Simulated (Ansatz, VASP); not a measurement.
**Cross-check of La3YS4 (La0.75Y0.25S, rock salt) between VASP and Ansatz**

Aim: how closely do two programs agree when they are given the same cell, functional and k mesh? The cell is invented: As first built, before any earlier steps moved the atoms (in the runner's words): 1x2x2 conventional cells of the LaS type (32 atoms: 16 S, 4 Y, 12 La); La/Y share their sites, the best of 600 random draws by like-pair counts in two shells; start lattice by linear mixing of the end members' cells; atoms moved at random by 0.02 A. It may not be a known or stable phase. Of the first pair: The structure shown is the start of the Ansatz relaxation below; VASP solves that cell, so the two are compared at the walk's first step.

Program: Ansatz 0.2.0. Level of theory: plane waves, with VASP 6.6.1 beside it; single point at LDA and single point at PBE. Results are calculated unless marked as measured.

## (1) Starting point

The cell holds 32 atoms: 16 S, 4 Y and 12 La. Its edges and angles: a = 5.762 Å, b = 11.525 Å, c = 11.525 Å, α = 90.0°, β = 90.0°, γ = 90.0°. It derives from LaS (LaS type, space group 225), repeated 1×2×2. As first built, before any earlier steps moved the atoms (in the runner's words): 1x2x2 conventional cells of the LaS type (32 atoms: 16 S, 4 Y, 12 La); La/Y share their sites, the best of 600 random draws by like-pair counts in two shells; start lattice by linear mixing of the end members' cells; atoms moved at random by 0.02 A.

Coordinates:

```xyz
32
Lattice="5.7623 0.0000 0.0000 0.0000 11.5246 0.0000 0.0000 0.0000 11.5246" Properties=species:S:1:pos:R:3 pbc="T T T"
S     2.8279    0.0121   11.5196
S     2.8511    2.8951    2.8801
S     0.0590   11.4803    2.8651
S     0.0010    2.8736    0.0130
S     2.8990    0.0096    5.7637
S     2.8673    2.8848    8.6614
S     0.0025   11.4827    8.6773
S     5.7525    2.8988    5.7524
S     2.9029    5.7559    0.0300
S     2.9074    8.6307    2.8228
S     0.0070    5.7426    2.9009
S     0.0077    8.6361   11.5058
S     2.8642    5.7918    5.7817
S     2.8770    8.6501    8.6620
S     5.7588    5.7263    8.6768
S     5.7560    8.6314    5.7630
Y     5.7433   11.5031    0.0046
Y     5.7483    2.8899    2.8895
Y     2.9210   11.5196    8.6456
Y     2.8706    8.6676    0.0100
La    2.8891    0.0381    2.8873
La    2.8869    2.8552   11.4901
La    5.7524    0.0024    5.7408
La    5.7435    2.8967    8.6325
La    2.8699    2.8747    5.7408
La    0.0177    5.7914    0.0212
La    0.0312    8.6044    2.8997
La    2.8790    5.7904    2.8687
La    0.0169    5.7986    5.7753
La    0.0035    8.6412    8.6550
La    2.8784    5.7401    8.6571
La    2.9156    8.6527    5.7853
```

## (2) Ansatz: relaxation, LDA

Ansatz runs on its default PAW (the set named soft_2) files.

The two programs are compared at the cell with which this relaxation starts, whose forces are those of its first step.

input.yaml

```yaml
crystal:
  lattice:
    - [5.76233, 0.0, 0.0]
    - [0.0, 11.52465, 0.0]
    - [0.0, 0.0, 11.52465]
  atoms:
    - { symbol: S, position: [0.49075, 0.00105, 0.99956] }
    - { symbol: S, position: [0.49478, 0.25121, 0.24991] }
    - { symbol: S, position: [0.01024, 0.99615, 0.24861] }
    - { symbol: S, position: [0.00017, 0.24934, 0.00113] }
    - { symbol: S, position: [0.50309, 0.00083, 0.50012] }
    - { symbol: S, position: [0.49759, 0.25032, 0.75155] }
    - { symbol: S, position: [0.00043, 0.99636, 0.75293] }
    - { symbol: S, position: [0.99829, 0.25153, 0.49914] }
    - { symbol: S, position: [0.50377, 0.49944, 0.0026] }
    - { symbol: S, position: [0.50455, 0.74889, 0.24494] }
    - { symbol: S, position: [0.00122, 0.49829, 0.25171] }
    - { symbol: S, position: [0.00133, 0.74936, 0.99836] }
    - { symbol: S, position: [0.49706, 0.50256, 0.50168] }
    - { symbol: S, position: [0.49927, 0.75057, 0.75161] }
    - { symbol: S, position: [0.99938, 0.49687, 0.75289] }
    - { symbol: S, position: [0.9989, 0.74895, 0.50006] }
    - { symbol: "Y", position: [0.9967, 0.99813, 0.0004] }
    - { symbol: "Y", position: [0.99756, 0.25076, 0.25072] }
    - { symbol: "Y", position: [0.50691, 0.99956, 0.75018] }
    - { symbol: "Y", position: [0.49816, 0.75209, 0.00087] }
    - { symbol: La, position: [0.50138, 0.00331, 0.25053] }
    - { symbol: La, position: [0.501, 0.24775, 0.997] }
    - { symbol: La, position: [0.99828, 0.00021, 0.49813] }
    - { symbol: La, position: [0.99674, 0.25135, 0.74905] }
    - { symbol: La, position: [0.49804, 0.24944, 0.49813] }
    - { symbol: La, position: [0.00307, 0.50252, 0.00184] }
    - { symbol: La, position: [0.00542, 0.74661, 0.25161] }
    - { symbol: La, position: [0.49962, 0.50244, 0.24892] }
    - { symbol: La, position: [0.00293, 0.50315, 0.50113] }
    - { symbol: La, position: [0.0006, 0.7498, 0.751] }
    - { symbol: La, position: [0.49952, 0.49807, 0.75118] }
    - { symbol: La, position: [0.50598, 0.7508, 0.50199] }
kpoints:
  mp_grid: { grid: [4, 2, 2], shift: [0.5, 0.5, 0.5] }
hamiltonian:
  xc: lda
scf:
  occupations: { method: methfessel_paxton, width: 0.15 }
output:
  forces: true
  stress: true
relax:
  f_tol: 0.02
  max_steps: 45
  cell: { stress_tol: 0.1 }
```

On the command line:

```sh
ansatz run input.yaml --threads 8 --pin off --max-ram 15360MiB --backend cpu --events-out ev --progress --plain --runs-dir out
```

Numbers of over 12 decimals in the logs are rounded to 6 here.

The log of the run:

```text
The last accepted step is kept in <dir> (removed where the run ends without a failure and the disk answers)
Engine: ansatz 0.2.0, x86_64-unknown-linux-gnu
Pseudopotentials: kind: paw
Pseudopotential: S, paw, valence charge 6, recommended cutoff 420 eV (normal), S.paw.azcp
Pseudopotential: Y, paw, valence charge 11, recommended cutoff 420 eV (normal), Y.paw.azcp
Pseudopotential: La, paw, valence charge 11, recommended cutoff 420 eV (normal), La.paw.azcp
Functional definition: SPW92
  exchange = slater_x
  correlation = pw_c
Crystal: 32 atoms, lattice volume = 765.339 Å³
Basis set: ecut = 420 eV, 14995 PW (Γ)
Bands: 168, of which v1, the nominal top of the filled ones, is band 136 counted from 1 (135 counted from 0)
Symmetry: 1 space group operations
Space group: P1 (ITA 1), of the structure as read, at distance tolerance 9.1e-5 Å
k-points: 8 of 16 (time reversal used)
Non-local potential: S, projectors of the file, l = 0: 2, l = 1: 2, l = 2: 2
Non-local potential: Y, projectors of the file, l = 0: 3, l = 1: 2, l = 2: 2, l = 3: 1
Non-local potential: La, projectors of the file, l = 0: 3, l = 1: 2, l = 2: 2, l = 3: 3
PAW form: soft (Blöchl's): semilocal exchange-correlation on the pseudo side does not see the compensation charge
PAW frozen core: S, regenerated for the run's functional, and the local potential with it (the file was generated under x = pbe(κ = 0.804, μ = 0.219515), c = pbe(β = 0.066725))
PAW frozen core: Y, regenerated for the run's functional, and the local potential with it (the file was generated under x = pbe(κ = 0.804, μ = 0.219515), c = pbe(β = 0.066725))
PAW frozen core: La, regenerated for the run's functional, and the local potential with it (the file was generated under x = pbe(κ = 0.804, μ = 0.219515), c = pbe(β = 0.066725))
PAW one-centre angular grid: S, 110 points (default); XC on 64 Gauss nodes
PAW one-centre angular grid: Y, 590 points (default); XC on 64 Gauss nodes
PAW one-centre angular grid: La, 590 points (default); XC on 64 Gauss nodes
Initial density: superposition of atomic densities (neutral atoms: chi_scale 0, normalization atom), corrected by the library's trained network
Initial wavefunctions: pseudopotential atomic-orbital guess
Functional: x = slater, c = lda
SCF iter   1: F=—  HF=-101878.946425 eV  |F-HF|=—  |Δ(HF+E_count)|=         —  Δρ=5.63e-3  dr2=2.65e-1  ethr=1.77e-3  ⟨swp⟩=6.4  Hψ=5699  notcnv=0
preconditioner: auto → Resta (q_TF=auto, 2.296 Å⁻¹)  ε∞=4.4  [insulator: Δε(μ)=0.174 eV  Ē_g=10.657 eV  σ=0.150 eV  W_gap=0.74  n_scr=156 (ndim 8)  ℏωp=19.7 eV  f_vac=0.000  D(μ)=24.80/eV (n_scr^D=168)  ε∞_Penn≈4.4]
SCF iter   2: F=—  HF=-101878.897895 eV  |F-HF|=—  |Δ(HF+E_count)|=   4.85e-2  S|Δr|=    0.00e0  Δρ=2.59e-3  dr2=9.27e-2  ethr=9.75e-5  ⟨swp⟩=3.6  Hψ=2789  notcnv=0  defer=112
SCF iter   3: F=—  HF=-101878.902200 eV  |F-HF|=—  |Δ(HF+E_count)|=   4.31e-3  S|Δr|=    0.00e0  Δρ=1.79e-3  dr2=2.54e-1  ethr=3.41e-5  ⟨swp⟩=3.2  Hψ=2025  notcnv=0  defer=112  recentre
SCF iter   4: F=—  HF=-101878.888757 eV  |F-HF|=—  |Δ(HF+E_count)|=   1.34e-2  S|Δr|=    0.00e0  Δρ=8.22e-4  dr2=5.58e-3  ethr=3.41e-5  ⟨swp⟩=2.9  Hψ=1458  notcnv=0  defer=112
SCF iter   5: F=—  HF=-101878.888490 eV  |F-HF|=—  |Δ(HF+E_count)|=   2.67e-4  S|Δr|=    0.00e0  Δρ=2.26e-4  dr2=5.14e-3  ethr=2.05e-6  ⟨swp⟩=2.0  Hψ=1971  notcnv=0  defer=112
SCF iter   6: F=—  HF=-101878.888219 eV  |F-HF|=—  |Δ(HF+E_count)|=   2.71e-4  S|Δr|=    0.00e0  Δρ=9.87e-5  dr2=3.03e-4  ethr=1.89e-6  ⟨swp⟩=2.0  Hψ=1276  notcnv=0  defer=112
SCF iter   7: F=—  HF=-101878.888195 eV  |F-HF|=—  |Δ(HF+E_count)|=   2.44e-5  S|Δr|=    0.00e0  Δρ=4.54e-5  dr2=2.94e-5  ethr=1.11e-7  ⟨swp⟩=2.0  Hψ=1409  notcnv=0  defer=112
SCF iter   8: F=—  HF=-101878.887945 eV  |F-HF|=—  |Δ(HF+E_count)|=   2.50e-4  S|Δr|=    0.00e0  Δρ=2.76e-5  dr2=5.25e-5  ethr=1.08e-8  ⟨swp⟩=2.0  Hψ=2050  notcnv=0  defer=112
SCF iter   9: F=—  HF=-101878.887943 eV  |F-HF|=—  |Δ(HF+E_count)|=   2.34e-6  S|Δr|=    0.00e0  Δρ=1.18e-5  dr2=1.57e-6  ethr=1.08e-8  ⟨swp⟩=2.0  Hψ=1297  notcnv=0  defer=112
SCF iter  10: F=—  HF=-101878.887943 eV  |F-HF|=—  |Δ(HF+E_count)|=   1.88e-7  S|Δr|=    0.00e0  Δρ=4.53e-6  dr2=7.08e-7  ethr=5.78e-10  ⟨swp⟩=2.0  Hψ=2270  notcnv=0  defer=112
SCF iter  11: F=—  HF=-101878.887943 eV  |F-HF|=—  |Δ(HF+E_count)|=   7.36e-8  S|Δr|=    0.00e0  Δρ=3.71e-6  dr2=1.58e-6  ethr=2.60e-10  ⟨swp⟩=2.0  Hψ=1702  notcnv=0  defer=112
SCF iter  12: F=—  HF=-101878.887943 eV  |F-HF|=—  |Δ(HF+E_count)|=   6.85e-8  S|Δr|=    0.00e0  Δρ=1.62e-6  dr2=2.23e-7  ethr=2.60e-10  ⟨swp⟩=2.0  Hψ=1283  notcnv=0  defer=112
SCF iter  13: F=-101878.887943 eV  HF=-101878.887943 eV  |F-HF|=2.20e-9  |Δ(HF+E_count)|=   9.44e-9  S|Δr|=    0.00e0  Δρ=7.11e-7  dr2=5.76e-9  ethr=3.68e-11  ⟨swp⟩=4.0  Hψ=3640  notcnv=0
SCF 1 converged in 13 iterations: F = -101878.887943 eV  dr2 = 5.76e-9
[...]
Initial wavefunctions: pseudopotential atomic-orbital guess (no wavefunctions were taken with the density)
iter 1 solved again at ethr=2.20e-7 eV; its pass at ethr=3.10e-3 eV (dr2=5.98e-4 eV) is discarded
SCF iter   1: F=—  HF=-101879.725637 eV  |F-HF|=—  |Δ(HF+E_count)|=         —  Δρ=1.69e-5  dr2=2.41e-7  ethr=2.20e-7  ⟨swp⟩=7.5  Hψ=10232  notcnv=0
[...]
SCF converged after 5 iterations
Stability not checked: this state was not tested for a lower state beside it, because cold or Methfessel-Paxton smearing, or corrected tetrahedra, fill the levels in a way that the test cannot read (fill_not_monotonic; see scf.lower_state_search)
Free energy (F): -101879.724721 eV
Harris-Foulkes:  -101879.724721 eV  (|F-HF|=1.19e-9)
Internal energy: -101879.734523 eV  (E = F + TS)
E sigma→0 (E₀):  -101879.727171 eV
Entropy (-TS):   0.009803 eV (0.306 meV/atom)
Fermi energy:    12.116891 eV
Step filling:    the computed levels leave a gap of 0.0280 eV = 0.2 smearing widths at the electron count; against every level under it full and every level over it empty, smearing changes F+E_penalty+E_count by -5.437 meV and its σ→0 estimate by -7.887 meV
--- Per-component energies (eV) ---
  E_band       = -467.473173
  E_kinetic    = 5312.930088
  E_local      = -6977.231803  (includes V_loc(G=0)·N_el)
  E_nonlocal   = 1889.662145
  E_hartree    = 2229.459529
  E_xc         = -3926.317894
  E_vxc        = -4018.177258  (∫ρ·V_xc dr)
  E_paw        = -82939.477482  (= ΣΔE_a)
  E_vpaw       = -1133.575392  (= ΣTr[D̂ρ^β])
  E_aug_tail   = 0.000031  (compensation charges beyond the density's cutoff)
  E_ewald      = -17476.401238
  E_core_change = 7.642100  (= ΣΔE_core)
  E_smearing   = 0.009803  (= −TS)
  E_closure    = 0.000000  (closes the sum)
  Σ components = -101879.724721   (vs F -101879.724721, Δ=0.00e0)
--- Forces (eV/Å), atoms counted from 1 ---
  atom   1  S     -0.00051932     0.00008763     0.00078497
  atom   2  S      0.00026227    -0.00142629    -0.00082395
  atom   3  S     -0.00023394    -0.00105569    -0.00011031
  atom   4  S     -0.00092790     0.00069314    -0.00069818
  atom   5  S     -0.00110080     0.00121523    -0.00098675
  atom   6  S      0.00075981     0.00031097     0.00037202
  atom   7  S      0.00038197    -0.00168799     0.00031376
  atom   8  S      0.00056139    -0.00028725     0.00029006
  atom   9  S      0.00046309    -0.00180361     0.00131601
  atom  10  S     -0.00090614     0.00012658    -0.00035796
  atom  11  S     -0.00006997     0.00040087    -0.00066905
  atom  12  S     -0.00036338     0.00009748    -0.00152133
  atom  13  S     -0.00034388     0.00145307     0.00174734
  atom  14  S     -0.00052944     0.00000112     0.00000629
  atom  15  S      0.00049695    -0.00050824    -0.00113962
  atom  16  S     -0.00068102    -0.00108972    -0.00017329
  atom  17  Y      0.00021497    -0.00010821    -0.00087320
  atom  18  Y      0.00040075     0.00020187    -0.00024296
  atom  19  Y      0.00082249    -0.00333150     0.00258843
  atom  20  Y     -0.00032609     0.00260185    -0.00252000
  atom  21  La    -0.00065987    -0.00012530    -0.00122420
  atom  22  La    -0.00090880    -0.00211217    -0.00080364
  atom  23  La    -0.00068203    -0.00065893     0.00012896
  atom  24  La     0.00056857    -0.00068472     0.00216614
  atom  25  La     0.00081217     0.00360757    -0.00151964
  atom  26  La     0.00029851     0.00042659     0.00132862
  atom  27  La    -0.00029131     0.00306236    -0.00029713
  atom  28  La     0.00073419    -0.00168454     0.00227968
  atom  29  La     0.00014903    -0.00135898    -0.00145926
  atom  30  La     0.00001986     0.00214487     0.00090081
  atom  31  La     0.00077957     0.00306430    -0.00051648
  atom  32  La     0.00083147    -0.00158504     0.00170422
  max |Σ_I F_I| component: 1.32e-5 eV/Å
--- Stress (GPa, compression-positive) ---
       -0.020657      -0.000161      -0.001024
       -0.000161       0.014583       0.002236
       -0.001024       0.002236       0.022205
  P = ⅓ Tr σ = 0.0054 GPa (0.054 kbar)
--- Relaxed structure (4 steps of the walk, 4 accepted, 1 SCFs on fresh bases) ---
  F+E_penalty+E_count = -101879.72472074 eV   max|allowed force component| = 3.608e-3 eV/Å   (the final SCF, on the basis selected at the relaxed cell)
  cell:  # Å, volume = 736.5106 Å³
    - [5.699624, 2.859426591704803e-5, 0.000111761]
    - [5.718848221134637e-5, 11.367746, -0.000925845]
    - [0.000223521, -0.000925845, 11.367329]
  atoms:
    - { symbol: S, position: [0.500457, -0.00687785, 0.993471] }
    - { symbol: S, position: [0.500375, 0.249670, 0.250025] }
    - { symbol: S, position: [0.000493598, 1.007380, 0.243026] }
    - { symbol: S, position: [0.000459273, 0.242636, 0.00774979] }
    - { symbol: S, position: [0.500490, -0.000947088, 0.509094] }
    - { symbol: S, position: [0.500281, 0.241608, 0.750867] }
    - { symbol: S, position: [0.000360304, 1.000378, 0.758724] }
    - { symbol: S, position: [1.000297, 0.249052, 0.492015] }
    - { symbol: S, position: [0.500347, 0.508748, -0.000582834] }
    - { symbol: S, position: [0.500506, 0.750507, 0.241993] }
    - { symbol: S, position: [0.000375119, 0.491640, 0.249410] }
    - { symbol: S, position: [0.000459674, 0.758345, 1.000750] }
    - { symbol: S, position: [0.500357, 0.499783, 0.500146] }
    - { symbol: S, position: [0.500418, 0.757598, 0.757975] }
    - { symbol: S, position: [1.000294, 0.499713, 0.750066] }
    - { symbol: S, position: [1.000437, 0.749712, 0.500086] }
    - { symbol: Y, position: [1.000439, 1.000444, 0.000833808] }
    - { symbol: Y, position: [1.000371, 0.249730, 0.250103] }
    - { symbol: Y, position: [0.500346, 0.999942, 0.750954] }
    - { symbol: Y, position: [0.500456, 0.750603, 0.000305132] }
    - { symbol: La, position: [0.500493, -2.9485110241480478e-5, 0.250495] }
    - { symbol: La, position: [0.500451, 0.250147, 1.000337] }
    - { symbol: La, position: [1.000477, -0.000497851, 0.500749] }
    - { symbol: La, position: [1.000295, 0.249766, 0.750302] }
    - { symbol: La, position: [0.500303, 0.248987, 0.500428] }
    - { symbol: La, position: [0.000353581, 0.500369, -0.000157375] }
    - { symbol: La, position: [0.00048889, 0.749919, 0.250133] }
    - { symbol: La, position: [0.500368, 0.500069, 0.249369] }
    - { symbol: La, position: [0.000354373, 0.499358, 0.499719] }
    - { symbol: La, position: [0.000409756, 0.750378, 0.750764] }
    - { symbol: La, position: [0.500300, 0.499578, 0.750353] }
    - { symbol: La, position: [0.500417, 0.750003, 0.499976] }
```

In the SCF lines HF is the Harris–Foulkes energy and dr2 the Hartree energy of the density residual, in eV; the loop may stop once dr2 is under the threshold and the program's other checks hold. Hψ counts applications of the Hamiltonian.

(Continued in part 2 of 3.)

[Lines on the potential files, build, host, timing and source positions are cut from VASP's logs without a mark.]

[Logs are printed without paths, hosts, clocks, repeated set-up lines and the standing remarks that a program may print on its own settings, such as how far it seeks lower states.]

[Hosts, paths, dates, database ids (printed as entryN), source tags and the programs' standing remarks are cut or masked in the printed files.]
